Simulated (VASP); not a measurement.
## Zr (Zirconium): accuracy against cost in the plane-wave cutoff and SCF threshold

How sensitive are energy and pressure of Zr (Zirconium) to the plane-wave cutoff and SCF threshold? The series runs use PBEsol. The plane-wave cutoff tried: ENCUT = 140; ENCUT = 170; ENCUT = 210; ENCUT = 230; ENCUT = 260; ENCUT = 300; ENCUT = 370; ENCUT = 460. The SCF threshold tried: EDIFF = 0.01; EDIFF = 0.001; EDIFF = 1E-04; EDIFF = 1E-05; EDIFF = 1E-06; EDIFF = 1E-08. This is not the structure that Zr takes at ambient conditions. The start is a cell from a database of measured crystal structures.

Program: VASP 6.6.1. Level of theory: PBEsol; plane waves and PAW (Zr_sv). Results are calculated unless marked as measured.

This is a report of a sequence of runs, with most program output left out.

## (1) The structure

Symmetry: Im-3m, No. 229, cubic system. Conventional cell: a = 3.620 Å, b = 3.620 Å, c = 3.620 Å, α = 90.00°, β = 90.00°, γ = 90.00°. Nearest to Zr lie 8 Zr at 3.14 Å.

## (2) Plane-wave cutoff: ENCUT = 140

The basis grows with ENCUT, and energy and stress both move with it. PBEsol restores the gradient expansion of exchange and is tuned for the cells of solids.

INCAR

```
SYSTEM = Zr
PREC = Accurate
ENCUT = 140
EDIFF = 1E-06
NELM = 100
ISMEAR = -1
SIGMA = 0.05
LREAL = .FALSE.
ALGO = Normal
GGA = PS
NBANDS = 12
LORBIT = 11
LWAVE = .FALSE.
LCHARG = .FALSE.
KPAR = 2
ISIF = 2
```

POSCAR

```
Zr
1.0
   -1.8100000000      1.8100000000      1.8100000000
    1.8100000000     -1.8100000000      1.8100000000
    1.8100000000      1.8100000000     -1.8100000000
Zr
1
Direct
    0.0000000000      0.0000000000      0.0000000000
```

KPOINTS

```
Automatic mesh
0
Gamma
9 9 9
0 0 0
```

Potentials, in the order of the species: Zr_sv (PBE family, release 64).

Launch:

```sh
$ mpirun -np 2 vasp_std
```

Wall time 1 s (2 MPI ranks of Intel Xeon 6975P-C (Granite Rapids), shared host); peak memory 0.17 GiB; 0.9 s of CPU time.

The k-mesh is coarse for a metal. The PAW data sets were made with PBE, which is usual practice but a small mismatch for other functionals.

Numbers from this step:

```
SCF cycles              : 13
electrons               : 12
bands                   : 12
irreducible k-points    : 35
symmetry operations     : 48
free energy (TOTEN)     : -7.183 eV
energy at zero smearing : -7.174 eV
Fermi energy            : 8.579 eV
pressure                : -224.5 GPa
metallic                : yes
```

The series starts at -7.1736 eV an atom and -224.48 GPa, after 13 cycles in 1 s.

## (3) Plane-wave cutoff: ENCUT = 170

Changes to INCAR since step 2:

```diff
@@ -2,3 +2,3 @@
 PREC = Accurate
-ENCUT = 140
+ENCUT = 170
 EDIFF = 1E-06
```

POSCAR is that of step 2.

KPOINTS is that of step 2.

Launch:

```sh
$ mpirun -np 2 vasp_std
```

The job ended after 1 s (2 MPI ranks; peak memory 0.19 GiB; 1 s of CPU time).

Against the run before the energy moves by -1448.92 meV an atom and the pressure by +151.16 GPa, after 12 cycles in 1 s.

## (4) Plane-wave cutoff: ENCUT = 210

Changes to INCAR since step 3:

```diff
@@ -2,3 +2,3 @@
 PREC = Accurate
-ENCUT = 170
+ENCUT = 210
 EDIFF = 1E-06
```

POSCAR is that of step 3.

KPOINTS is that of step 3.

Launch:

```sh
$ mpirun -np 2 vasp_std
```

Elapsed: 1.2 s, on 2 MPI ranks; peak memory 0.2 GiB; 1.3 s of CPU time.

Against the run before the energy moves by -321.25 meV an atom and the pressure by +57.67 GPa, after 14 cycles in 1.2 s.

## (5) Plane-wave cutoff: ENCUT = 230

Changes to INCAR since step 4:

```diff
@@ -2,3 +2,3 @@
 PREC = Accurate
-ENCUT = 210
+ENCUT = 230
 EDIFF = 1E-06
```

POSCAR is that of step 4.

KPOINTS is that of step 4.

Launch:

```sh
$ mpirun -np 2 vasp_std
```

Elapsed: 1.2 s, on 2 MPI ranks; peak memory 0.19 GiB; 1.4 s of CPU time.

Against the run before the energy moves by -11.39 meV an atom and the pressure by +6.61 GPa, after 13 cycles in 1.2 s.

## (6) Plane-wave cutoff: ENCUT = 260

Changes to INCAR since step 5:

```diff
@@ -2,3 +2,3 @@
 PREC = Accurate
-ENCUT = 230
+ENCUT = 260
 EDIFF = 1E-06
```

POSCAR is that of step 5.

KPOINTS is that of step 5.

Launch:

```sh
$ mpirun -np 2 vasp_std
```

Run time: 1 s. Hardware: 2 MPI ranks; peak memory 0.2 GiB.

Against the run before the energy moves by -8.35 meV an atom and the pressure by +2.13 GPa, after 11 cycles in 1 s.

## (7) Plane-wave cutoff: ENCUT = 300

Changes to INCAR since step 6:

```diff
@@ -2,3 +2,3 @@
 PREC = Accurate
-ENCUT = 260
+ENCUT = 300
 EDIFF = 1E-06
```

POSCAR is that of step 6.

KPOINTS is that of step 6.

Launch:

```sh
$ mpirun -np 2 vasp_std
```

Run time: 1.4 s. Hardware: 2 MPI ranks; peak memory 0.21 GiB.

Against the run before the energy moves by -0.56 meV an atom and the pressure by -0.70 GPa, after 11 cycles in 1.4 s.

## (8) Plane-wave cutoff: ENCUT = 370

Changes to INCAR since step 7:

```diff
@@ -2,3 +2,3 @@
 PREC = Accurate
-ENCUT = 300
+ENCUT = 370
 EDIFF = 1E-06
```

POSCAR is that of step 7.

KPOINTS is that of step 7.

Launch:

```sh
$ mpirun -np 2 vasp_std
```

Run time: 1.8 s. Hardware: 2 MPI ranks; peak memory 0.22 GiB.

Against the run before the energy moves by -4.52 meV an atom and the pressure by +0.08 GPa, after 12 cycles in 1.8 s.

## (9) Plane-wave cutoff: ENCUT = 460

Changes to INCAR since step 8:

```diff
@@ -2,3 +2,3 @@
 PREC = Accurate
-ENCUT = 370
+ENCUT = 460
 EDIFF = 1E-06
```

POSCAR is that of step 8.

KPOINTS is that of step 8.

Launch:

```sh
$ mpirun -np 2 vasp_std
```

It took 2 s on 2 MPI ranks; peak memory 0.23 GiB.

Against the run before the energy moves by -2.79 meV an atom and the pressure by +0.52 GPa, after 12 cycles in 2 s.

## (10) The plane-wave cutoff series as a table

This step: convergence of PBEsol results with the cutoff; plane waves and PAW (VASP 6.6.1).

This step runs nothing: it gathers the runs above.

Differences are taken from the run with ENCUT = 460. Results of the series, by row:

```
    setting     status  energy less the reference (meV/atom)  pressure (GPa)  SCF cycles  wall time (s)
ENCUT = 140  converged                                  1798          -224.5          13              1
ENCUT = 170  converged                                 348.9          -73.32          12              1
ENCUT = 210  converged                                 27.61          -15.65          14            1.2
ENCUT = 230  converged                                 16.22          -9.044          13            1.2
ENCUT = 260  converged                                 7.869          -6.917          11              1
ENCUT = 300  converged                                 7.307           -7.62          11            1.4
ENCUT = 370  converged                                 2.788          -7.543          12            1.8
ENCUT = 460  converged                                     0          -7.023          12              2
```

## (11) SCF threshold: EDIFF = 0.01

This step: PBEsol; plane waves and PAW (Zr_sv) (VASP 6.6.1).

EDIFF stops the electronic loop; forces need it tighter than energies do.

Changes to INCAR since step 9:

```diff
@@ -2,4 +2,4 @@
 PREC = Accurate
-ENCUT = 460
-EDIFF = 1E-06
+ENCUT = 400
+EDIFF = 0.01
 NELM = 100
```

POSCAR is that of step 9.

KPOINTS is that of step 9.

Launch:

```sh
$ mpirun -np 2 vasp_std
```

Wall time 1.4 s (2 MPI ranks); peak memory 0.22 GiB.

This step gave:

```
SCF cycles              : 8
free energy (TOTEN)     : -8.980 eV
energy at zero smearing : -8.970 eV
Fermi energy            : 8.370 eV
pressure                : -8.674 GPa
```

The series starts at -8.9703 eV an atom and -8.67 GPa, after 8 cycles in 1.4 s.

## (12) SCF threshold: EDIFF = 0.001

Changes to INCAR since step 11:

```diff
@@ -3,3 +3,3 @@
 ENCUT = 400
-EDIFF = 0.01
+EDIFF = 0.001
 NELM = 100
```

POSCAR is that of step 11.

KPOINTS is that of step 11.

Launch:

```sh
$ mpirun -np 2 vasp_std
```

Wall time 1.6 s (2 MPI ranks); peak memory 0.23 GiB; 2 s of CPU time.

Against the run before the energy moves by -0.09 meV an atom and the pressure by +1.35 GPa, after 9 cycles in 1.6 s.

## (13) SCF threshold: EDIFF = 1E-04

Changes to INCAR since step 12:

```diff
@@ -3,3 +3,3 @@
 ENCUT = 400
-EDIFF = 0.001
+EDIFF = 1E-04
 NELM = 100
```

POSCAR is that of step 12.

KPOINTS is that of step 12.

Launch:

```sh
$ mpirun -np 2 vasp_std
```

The job ended after 1.6 s (2 MPI ranks; peak memory 0.22 GiB).

Against the run before the energy stays within 0.01 meV an atom and the pressure within 0.01 GPa, after 9 cycles in 1.6 s.

## (14) SCF threshold: EDIFF = 1E-05

Changes to INCAR since step 13:

```diff
@@ -3,3 +3,3 @@
 ENCUT = 400
-EDIFF = 1E-04
+EDIFF = 1E-05
 NELM = 100
```

POSCAR is that of step 13.

KPOINTS is that of step 13.

Launch:

```sh
$ mpirun -np 2 vasp_std
```

It took 1.6 s on 2 MPI ranks; peak memory 0.23 GiB; 2.3 s of CPU time.

Against the run before the energy moves by +0.01 meV an atom and the pressure by +0.02 GPa, after 10 cycles in 1.6 s.

## (15) SCF threshold: EDIFF = 1E-06

Changes to INCAR since step 14:

```diff
@@ -3,3 +3,3 @@
 ENCUT = 400
-EDIFF = 1E-05
+EDIFF = 1E-06
 NELM = 100
```

POSCAR is that of step 14.

KPOINTS is that of step 14.

Launch:

```sh
$ mpirun -np 2 vasp_std
```

Elapsed: 1.8 s, on 2 MPI ranks; peak memory 0.22 GiB; 2.7 s of CPU time.

Against the run before the energy stays within 0.01 meV an atom; the pressure moves by +0.05 GPa, after 11 cycles in 1.8 s.

## (16) SCF threshold: EDIFF = 1E-08

Changes to INCAR since step 15:

```diff
@@ -3,3 +3,3 @@
 ENCUT = 400
-EDIFF = 1E-06
+EDIFF = 1E-08
 NELM = 100
```

POSCAR is that of step 15.

KPOINTS is that of step 15.

Launch:

```sh
$ mpirun -np 2 vasp_std
```

Run time: 2 s. Hardware: 2 MPI ranks; peak memory 0.23 GiB; 2.8 s of CPU time.

Against the run before the energy stays within 0.01 meV an atom and the pressure within 0.01 GPa, after 13 cycles in 2 s.

## (17) The SCF threshold series as a table

This step: convergence of PBEsol results with the threshold; plane waves and PAW (VASP 6.6.1).

No new run; the numbers come from the runs before.

Differences are taken from the run with EDIFF = 1E-08. Results of the series, by row:

| setting | status | energy less the reference (meV/atom) | pressure (GPa) | SCF cycles | wall time (s) |
| --- | --- | --- | --- | --- | --- |
| EDIFF = 0.01 | converged | 0.08449 | -8.674 | 8 | 1.4 |
| EDIFF = 0.001 | converged | -0.00951 | -7.321 | 9 | 1.6 |
| EDIFF = 1E-04 | converged | -0.01373 | -7.318 | 9 | 1.6 |
| EDIFF = 1E-05 | converged | 8.10e-4 | -7.301 | 10 | 1.6 |
| EDIFF = 1E-06 | converged | -4.00e-5 | -7.246 | 11 | 1.8 |
| EDIFF = 1E-08 | converged | 0 | -7.249 | 13 | 2 |

## (18) Results

- plane-wave cutoff from which the energy stays within 10 meV/atom of the reference: ENCUT = 260
- plane-wave cutoff from which the energy stays within 1 meV/atom of the reference: none before the reference itself
- plane-wave cutoff from which the pressure stays within 0.2 GPa of the reference: none before the reference itself
- spread of the pressure over the plane-wave cutoff: 218 GPa
- spread of the energy over the plane-wave cutoff: 1798 meV/atom
- SCF threshold from which the energy stays within 10 meV/atom of the reference: EDIFF = 0.01
- SCF threshold from which the energy stays within 1 meV/atom of the reference: EDIFF = 0.01
- SCF threshold from which the pressure stays within 0.2 GPa of the reference: EDIFF = 0.001
- spread of the pressure over the SCF threshold: 1.43 GPa
- spread of the energy over the SCF threshold: 0.0982 meV/atom

What this shows: No run before the reference (ENCUT = 460) settles within 1 meV an atom of it; the nearest step is off by +2.8 meV an atom, -0.52 GPa. The pressure doesn't settle within 0.2 GPa before the reference. These cutoffs are 0.6 to 2 times the default of the data sets, about 230 eV; at the default the run is off by +16.2 meV an atom, -2.02 GPa, and at 1.3 times by +7.3 meV an atom, -0.60 GPa. Energy differences between like cells converge faster than these totals. From EDIFF = 0.01 on, the energy stays within 1 meV an atom of the reference, at 70 % of its time. The pressure holds within 0.2 GPa from EDIFF = 0.001 on. The loosest stop saves 5 of 13 cycles and costs +0.1 meV an atom, -1.43 GPa. Differences are taken from the run with ENCUT = 460, which is itself not the exact limit. Forces vanish by symmetry in this cell, so the series can't test them. The runs at ENCUT = 140; ENCUT = 170; ENCUT = 210; ENCUT = 230 are over 30 meV an atom or 2 GPa off and describe the material poorly.

[Lines on the potential files, build, host, timing and source positions are cut from VASP's logs without a mark.]

[Logs are printed without paths, hosts, clocks, repeated set-up lines and the standing remarks that a program may print on its own settings, such as how far it seeks lower states.]

[Hosts, paths, dates, database ids (printed as entryN), source tags and the programs' standing remarks are cut or masked in the printed files.]

[A measured line is paired with the nearest computed mode of its activity, which favours agreement.]
